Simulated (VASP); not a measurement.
The system is Al3BiO3.

```xyz
7
Lattice="6.4032 0.0000 0.0000 0.0000 3.3090 0.0000 -0.0086 0.0000 6.4841" Properties=species:S:1:pos:R:3 pbc="T T T"
Al    0.9253    0.0000    3.0300
Al    2.5152    1.6545    0.9169
Al    5.1388    0.0000    0.8475
Bi    0.9967    0.0000    5.7756
O     4.2848    1.6545    0.5781
O     1.7349    1.6545    2.5591
O     5.7258    0.0000    2.4510
```

The cell was built by a generator and needn't be a form met in nature.

| Property | Result |
| --- | --- |
| Program | VASP 6.6.1 |
| Task | relaxation of cell and atoms |
| Functional | PBE |
| Potentials or basis | VASP PAW PBE potentials, release 64 (Al, Bi_d, O) |
| Cutoff | 520 eV |
| k mesh | 6 × 10 × 6 |
| Occupations | gaussian, width 0.1 eV |
| Spin | no spin polarisation |

At the start: pressure 0.7 GPa; volume 19.63 Å³/atom.

Q: How do energy, volume and symmetry change on relaxing?

A: Over 49 steps the energy falls by 21.0 meV/atom and the volume is 20.22 Å³/atom (+3.0 %); space group Pm (No. 6, to 0.05 Å).

Step by step:
```csv
step,energy change (eV),largest force (eV/Å),pressure (GPa),volume (Å³)
1,0.0000,0.4856,0.65,137.39
3,-0.0541,0.9006,-0.32,138.99
5,-0.0837,0.3398,0.36,139.21
7,-0.0962,0.5170,-0.08,140.57
9,-0.1109,0.3001,-0.70,141.95
11,-0.1282,0.2781,0.36,140.83
13,-0.1383,0.3283,-0.11,141.67
15,-0.1423,0.1177,0.02,141.82
17,-0.1439,0.0962,-0.02,141.91
19,-0.1448,0.1177,-0.05,141.92
21,-0.1457,0.0531,0.02,141.80
23,-0.1463,0.0449,-0.12,141.85
25,-0.1466,0.0410,0.03,141.50
27,-0.1467,0.0235,0.04,141.42
29,-0.1468,0.0296,-0.01,141.50
31,-0.1468,0.0133,-0.01,141.51
33,-0.1469,0.0178,0.02,141.48
35,-0.1470,0.0140,-0.01,141.55
37,-0.1470,0.0240,-0.07,141.64
39,-0.1470,0.0173,-0.05,141.64
41,-0.1471,0.0177,-0.03,141.61
43,-0.1471,0.0309,0.06,141.44
45,-0.1471,0.0118,0.02,141.53
47,-0.1471,0.0224,0.01,141.53
49,-0.1471,0.0077,0.01,141.55
```

Final structure:
```cif
data_structure
_symmetry_space_group_name_H-M 'P 1'
_symmetry_Int_Tables_number 1
_cell_length_a 6.5548
_cell_length_b 3.2374
_cell_length_c 6.6706
_cell_angle_alpha 90.000
_cell_angle_beta 89.565
_cell_angle_gamma 90.000
_cell_volume 141.55
loop_
_atom_site_label
_atom_site_type_symbol
_atom_site_fract_x
_atom_site_fract_y
_atom_site_fract_z
_atom_site_occupancy
Al1 Al 0.16118 0.00000 0.45770 1
Al2 Al 0.38452 0.50000 0.12856 1
Al3 Al 0.79589 0.00000 0.15128 1
Bi1 Bi 0.13369 0.00000 0.88131 1
O1 O 0.65935 0.50000 0.11096 1
O2 O 0.28393 0.50000 0.38461 1
O3 O 0.91461 0.00000 0.37757 1
```
